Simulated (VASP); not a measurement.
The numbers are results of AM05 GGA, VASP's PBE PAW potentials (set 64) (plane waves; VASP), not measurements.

A VASP calculation is set up with these files.

File POSCAR:
```
MoSi2
1
   -1.5929329787     1.5929329787     3.8994681702
    1.5929329787    -1.5929329787     3.8994681702
    1.5929329787     1.5929329787    -3.8994681702
Si Mo
2 1
Direct
  0.6648647280   0.6648647280   0.0000000000
  0.3351352720   0.3351352720   0.0000000000
  0.0000000000   0.0000000000   0.0000000000
```

INCAR:
```
# general
SYSTEM =MoSi2
PREC   =Accurate
ENCUT  =520
LREAL  =F   # projection in real space or not
LASPH  =T

# electronic loop
EDIFF  =1E-6
NELM   =100   # most electronic steps
ALGO   =Normal   # blocked Davidson
LMAXMIX=4   # l cut-off of mixed one-centre charges

# smearing
ISMEAR =1
SIGMA  =0.1

# functional
GGA    =AM   # AM05

# ions
IBRION =2   # conjugate gradients
NSW    =60
ISIF   =3   # ions, shape and volume
EDIFFG =-0.02

# output
LWAVE  =F
LCHARG =F
```

**KPOINTS**
```
kpoints
0
Gamma
 12 12 12
```

POTCAR, in this order: Si Mo_sv (PBE.64 set). Program: vasp_std.

Task: What will the output report for the number of irreducible k-points (NKPTS), largest plane-wave count, number of space-group operations, FFT grid (NGX, NGY, NGZ)?

Result: 
```
Item                                          Result
--------------------------------------  ------------
number of irreducible k-points (NKPTS)           163
largest plane-wave count                        1082
number of space-group operations                  16
FFT grid (NGX, NGY, NGZ)                36 × 36 × 36
```

The compound is MoSi2 in the MoSi2 type structure. This run relaxes it. Symmetry was kept, so distortions that lower it aren't found. The start is the result of an earlier pass.
